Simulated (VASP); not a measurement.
Crystal: SrAl2Ge2.

```
Sr Al Ge
1.0
     4.22796    0.00000    0.00000
    -2.11398    3.66152    0.00000
     0.00000    0.00000    7.47074
Sr Al Ge
1 2 2
Direct
  0.00000 0.00000 0.00000
  0.66667 0.33333 0.37612
  0.33333 0.66667 0.62388
  0.66667 0.33333 0.72595
  0.33333 0.66667 0.27405
```

The cell comes from a database or a generator and needn't be the stable form of this composition.

```yaml
Program: VASP 6.6.1
Task: relaxation of cell and atoms
Functional: PBEsol
Potentials_or_basis: VASP PAW PBE potentials, release 64 (Sr_sv, Al, Ge_d)
Cutoff: 600 eV
k_mesh: 9 × 9 × 5
Occupations: gaussian, width 0.03 eV
Spin: no spin polarisation
```

At the start: pressure -0.9 GPa; volume 23.13 Å³/atom.

Problem. Where does the relaxation end?

Solution. Over 7 steps the energy falls by 2.1 meV/atom and the volume is 22.70 Å³/atom (-1.9 %); space group P-3m1 (No. 164, to 0.05 Å).

The path:
| step | energy change (eV) | largest force (eV/Å) | pressure (GPa) | volume (Å³) |
| --- | --- | --- | --- | --- |
| 1 | 0.0000 | 0.1433 | -0.85 | 115.65 |
| 2 | -0.0066 | 0.1553 | 0.22 | 113.61 |
| 3 | -0.0066 | 0.1552 | 0.06 | 113.65 |
| 4 | -0.0089 | 0.0945 | 0.08 | 113.64 |
| 5 | -0.0104 | 0.0232 | -0.07 | 113.63 |
| 6 | -0.0104 | 0.0080 | -0.05 | 113.63 |
| 7 | -0.0105 | 0.0032 | 0.00 | 113.49 |

Final structure:
```
Sr Al Ge
1.0
     4.21396    0.00000    0.00000
    -2.10698    3.64939    0.00000
     0.00000    0.00000    7.37957
Sr Al Ge
1 2 2
Direct
  0.00000 0.00000 0.00000
  0.66667 0.33333 0.37556
  0.33333 0.66667 0.62444
  0.66667 0.33333 0.72985
  0.33333 0.66667 0.27015
```

Caveat: the PAW data sets were made with another functional, which shifts forces and pressure a little.
